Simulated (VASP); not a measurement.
Runs of VASP 6.6.1 on MoS2. Symmetry: P6_3/mmc, No. 194, hexagonal system. The conventional cell has a = 3.169 Å, b = 3.169 Å, c = 12.940 Å, α = 90.00°, β = 90.00°, γ = 120.00°. Mo (site symmetry -6m2) has 6 S at 2.41 Å as nearest neighbours. S (site symmetry 3m) has 3 Mo at 2.41 Å as nearest neighbours. 

```csv
level,potentials or basis,gap on the mesh (eV),pressure (GPa)
PBE+D3(BJ),"VASP PAW PBE potentials, release 64 (Mo_sv, S)",1.15,-2.1
LDA,"VASP PAW LDA potentials, release 64 (Mo_sv, S)",1.07,-3.4
optB88-vdW,"VASP PAW PBE potentials, release 64 (Mo_sv, S)",(a),0.7
rev-vdW-DF2,"VASP PAW PBE potentials, release 64 (Mo_sv, S)",1.10,-0.8
```

Alike in all rows: task relaxation of the atoms; no spin polarisation; cell atoms relaxed; k mesh 12 × 12 × 3; cutoff (eV) 520; smearing gaussian 0.05 eV.

**Question.** Fill in the values left out.

**Answer.** (a) 1.11.

Caveats: an odd mesh through Γ misses points on the zone boundary, where band edges often lie; the PAW data sets were made with another functional, which shifts forces and pressure a little (some runs).

A k mesh can miss the band edges, and the runs leave out spin-orbit coupling on Mo.

Not every run made on this cell is shown here.
